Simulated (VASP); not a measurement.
Crystal: CdF2.

```xyz
3
Lattice="0.0000 2.6942 2.6942 2.6942 0.0000 2.6942 2.6942 2.6942 0.0000" Properties=species:S:1:pos:R:3 pbc="T T T"
Cd    0.0000    0.0000    0.0000
F     1.3471    1.3471    1.3471
F     4.0413    4.0413    4.0413
```

The cell was built by a generator and needn't be a form met in nature.

Base run:

* Program: VASP 6.6.1
* Functional: PBE
* Potentials or basis: VASP PAW PBE potentials, release 64 (Cd, F)
* Cutoff: 520 eV
* k mesh: 6 × 6 × 6
* Occupations: gaussian, width 0.01 eV
* Spin: no spin polarisation

Its results: band gap on the k mesh 3.09 eV, indirect (least direct gap 3.57 eV); pressure 6.2 GPa.

Q: The run is repeated on the same cell with these changes: functional from PBE to r2SCAN. What comes out?

A: Band gap on the k mesh 3.77 eV, indirect (least direct gap 4.25 eV); pressure 1.0 GPa.

r2SCAN gives the wider gap, since meta-GGAs in the generalised Kohn-Sham scheme recover part of the derivative discontinuity.

Caveats: the PAW data sets were made with another functional, which shifts forces and pressure a little (some runs).

A k mesh can miss the band edges.
